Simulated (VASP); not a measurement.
Here is a VASP 6.6.1 calculation.

INCAR

```
PREC     = Accurate       # precision mode
ENCUT    = 520            # plane-wave cutoff, eV
EDIFF    = 1E-6           # SCF threshold, eV
ISMEAR   = 0              # smearing method
SIGMA    = 0.1            # smearing width, eV
LREAL    = False          # projectors in reciprocal space
LASPH    = True           # aspherical terms in the spheres
NELM     = 150            # most SCF steps
ALGO     = Normal         # electronic algorithm
ISIF     = 2              # what is computed and relaxed
LWAVE    = False          # write WAVECAR
LCHARG   = False          # write CHGCAR
METAGGA  = R2SCAN         # meta-GGA
LMIXTAU  = True         
KPAR     = 4
```

The input KPOINTS:

```
Automatic mesh
0
Gamma
  12 12 12
```

Contents of POSCAR:

```
CaZr2N2
1.0
   -1.6296700000      1.6296700000      7.4556500000
    1.6296700000     -1.6296700000      7.4556500000
    1.6296700000      1.6296700000     -7.4556500000
Ca Zr N
1 2 2
Direct
    0.0000000000      0.0000000000      0.0000000000
    0.6771090000      0.6771090000      0.0000000000
    0.3228910000      0.3228910000      0.0000000000
    0.1728590000      0.1728590000      0.0000000000
    0.8271410000      0.8271410000      0.0000000000
```

Potentials or basis: VASP PAW PBE potentials, release 64 (Ca_sv, Zr_sv, N).

Launch:

```console
$ cat potpaw_PBE.64/Ca_sv/POTCAR potpaw_PBE.64/Zr_sv/POTCAR potpaw_PBE.64/N/POTCAR > POTCAR
$ mpirun -np 4 vasp_std > vasp.out
```

Question: Predict the pressure.

Answer: -0.8 GPa.

Question: Estimate the band gap on the k mesh.

Answer: None (metal or under the smearing width).

Question: What does it give for the largest force?

Answer: 0.022 eV/Å.

Stress tensor (GPa, compression positive):
```
-0.90  0.00  0.00
 0.00 -0.90  0.00
 0.00  0.00 -0.66
```

Caveat: the PAW data sets were made with another functional, which shifts forces and pressure a little.
